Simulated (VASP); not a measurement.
VASP runs on FeO (space group Fm-3m) share one base input (PBE GGA + U (Dudarev), plane waves, VASP's PBE PAW potentials (set 64)) and change the settings named in each case.

**KPOINTS**
```
Automatic mesh
0
Gamma
9 9 9
0.5 0.5 0.5
```

### POSCAR
```
FeO
5.4214060
  0.8164964956   0.4082483400   0.4082483400
  0.4082483400   0.8164964956   0.4082483400
  0.4082483400   0.4082483400   0.8164964956
Fe O
2 2
Direct
  0.0000000000   0.0000000000   0.0000000000
  0.5000000000   0.5000000000   0.5000000000
  0.2500000000   0.2500000000   0.2500000000
  0.7500000000   0.7500000000   0.7500000000
```

INCAR:
```
ALGO = Normal
EDIFF = 1E-6
ENCUT = 400
GGA = PE
ISIF = 2
ISMEAR = 0
ISPIN = 2
LASPH = .TRUE.
LCHARG = .FALSE.
LDAU = .TRUE.
LDAUJ = 0 0
LDAUL = 2 -1
LDAUTYPE = 2
LDAUU = 5.3 0
LMAXMIX = 4
LORBIT = 11
LREAL = .FALSE.
LWAVE = .FALSE.
MAGMOM = 4.0 -4.0 2*0.0
NELM = 100
PREC = Accurate
SIGMA = 0.05
SYSTEM = FeO
```

POTCAR, in this order: Fe O (PBE.64 set). Program: vasp_std.

```json
[
 {"change": "base run", "E(σ→0) (eV/atom)": "-6.2304", "pressure (GPa)": "-14.15", "−TS (eV)": "-0.0055"},
 {"change": "LDAU removed, LDAUJ removed, LDAUL removed, LDAUTYPE removed, LDAUU removed", "E(σ→0) (eV/atom)": "-7.4182", "pressure (GPa)": "-18.04", "−TS (eV)": "-0.0090"},
 {"change": "LDAUU = 1.0 0", "E(σ→0) (eV/atom)": "-7.1573", "pressure (GPa)": "…", "−TS (eV)": "…"},
 {"change": "LDAUU = 2.0 0", "E(σ→0) (eV/atom)": "-6.9176", "pressure (GPa)": "-15.72", "−TS (eV)": "-0.0071"},
 {"change": "LDAUU = 3.0 0", "E(σ→0) (eV/atom)": "-6.6942", "pressure (GPa)": "-15.01", "−TS (eV)": "-0.0065"},
 {"change": "LDAUU = 4.0 0", "E(σ→0) (eV/atom)": "-6.4845", "pressure (GPa)": "-14.50", "−TS (eV)": "-0.0060"},
 {"change": "LDAUU = 5.0 0", "E(σ→0) (eV/atom)": "-6.2872", "pressure (GPa)": "-14.19", "−TS (eV)": "-0.0056"},
 {"change": "LDAUU = 6.0 0", "E(σ→0) (eV/atom)": "-6.1018", "pressure (GPa)": "-14.13", "−TS (eV)": "-0.0052"},
 {"change": "LDAUU = 7.0 0", "E(σ→0) (eV/atom)": "-5.9280", "pressure (GPa)": "-14.35", "−TS (eV)": "-0.0049"},
 {"change": "LDAUU = 8.0 0", "E(σ→0) (eV/atom)": "-5.7660", "pressure (GPa)": "-14.86", "−TS (eV)": "-0.0047"},
 {"change": "GGA removed, POTCAR Fe O (LDA.64 set)", "E(σ→0) (eV/atom)": "-6.8279", "pressure (GPa)": "-27.97", "−TS (eV)": "-0.0057"},
 {"change": "GGA = PS", "E(σ→0) (eV/atom)": "-6.6191", "pressure (GPa)": "-21.41", "−TS (eV)": "-0.0058"},
 {"change": "GGA = RP", "E(σ→0) (eV/atom)": "-5.8694", "pressure (GPa)": "-8.67", "−TS (eV)": "-0.0055"}
]
```

Question: Some entries are withheld; supply them.

Answer: 
- LDAUU = 1.0 0, pressure (GPa): -16.68
- LDAUU = 1.0 0, −TS (eV): -0.0080

Energies of different potentials or functionals have different zeros.  At 400 eV the pressure can carry a Pulay error.

Left out are runs that ran out of time, are held back, or changed the cell or the kind of run, fixed moments of cells without a moment, rows past the twelfth, gaps on odd meshes, pressures of charged cells and columns that move by less than the noise.

The structure is a typed FeO crystal. The cell was not relaxed at this level, its lattice was scaled by up to 2.5 %. The spin order is the one that the start imposed; others were not tried in this run. A gapless solution with U can be a metastable orbital state.
